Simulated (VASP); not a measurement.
Level of theory: PBE GGA, VASP's PBE PAW potentials (set 64) (plane waves; VASP).

Input for VASP

**KPOINTS**
```
Regular mesh
0
G
 4 4 1
0.5 0.5 0.5
```

INCAR:
```
# general
SYSTEM  = NiSb
PREC    = Accurate
ENCUT   = 300
LREAL   = .False.
LASPH   = .True.

# electronic loop
EDIFF   = 1E-6
NELM    = 100
ALGO    = Normal
LMAXMIX = 4

# smearing
ISMEAR  = -1
SIGMA   = 0.05

# functional
GGA     = PE

# spin
ISPIN   = 2
MAGMOM  = 4*2.0 4*0.0

# ions
ISIF    = 2

# output
LWAVE   = .False.
LCHARG  = .False.
LORBIT  = 11
```

File POSCAR:
```
NiSb
1.0
  3.6462410000   0.0000000000   0.0000000000
 -1.8231200000   3.1577360000   0.0000000000
  0.0000000000   0.0000000000  12.3010530000
Ni Sb
4 4
Cartesian
 -0.0000014898   2.1051583859   1.5376316250
  1.8231224898   1.0525776141   7.6881581250
  1.8231224898   1.0525776141  10.7634213750
 -0.0000014898   2.1051583859   4.6128948750
  0.0000000000   0.0000000000   0.0000000000
  0.0000000000   0.0000000000   6.1505265000
 -0.0000014898   2.1051583859   9.2257897500
  1.8231224898   1.0525776141   3.0752632500
```

POTCAR, in this order: Ni Sb (PBE.64 set). Program: vasp_std.

At this cut-off the stress carries a Pulay error, which pulls relaxed volumes low. Unless said otherwise, spin-orbit coupling is left out, though it shifts the bands of the heavy elements here.

Task: Estimate the energy per atom (σ→0), cell moment, pressure, largest force, band gap (on the k-mesh).

Result: 
- energy per atom (σ→0) = -4.855 eV/atom
- cell moment = 0.00 μB
- band gap (on the k-mesh) = none (metal, semimetal or under 0.01 eV)
- pressure = 2.58 GPa
- largest force = 0.643 eV/Å

File OSZICAR:
```
...
DAV:  11    -0.388388050951E+02   -0.10444E+00   -0.60418E-02  1176   0.156E+00    0.876E-01
DAV:  12    -0.388643606365E+02   -0.25556E-01   -0.31708E-02  1200   0.161E+00    0.230E-01
DAV:  13    -0.388653259942E+02   -0.96536E-03   -0.19158E-03  1136   0.281E-01    0.141E-01
DAV:  14    -0.388653770116E+02   -0.51017E-04   -0.24295E-04  1184   0.147E-01    0.790E-02
DAV:  15    -0.388653621746E+02    0.14837E-04   -0.12223E-04  1248   0.118E-01    0.169E-02
DAV:  16    -0.388653601190E+02    0.20556E-05   -0.10933E-05  1056   0.278E-02    0.104E-02
DAV:  17    -0.388653596830E+02    0.43607E-06   -0.59437E-07   600   0.599E-03
   1 F= -.38865360E+02 E0= -.38837723E+02  d E =-.552734E-01  mag=     0.0003
```

The structure was generated: NiSb was put into an ordered model structure, which need not be its known phase. The cell was not relaxed at this level. The k-mesh is coarse (spacing up to 0.51 per Å, 2π included), so the numbers may not be converged in it.
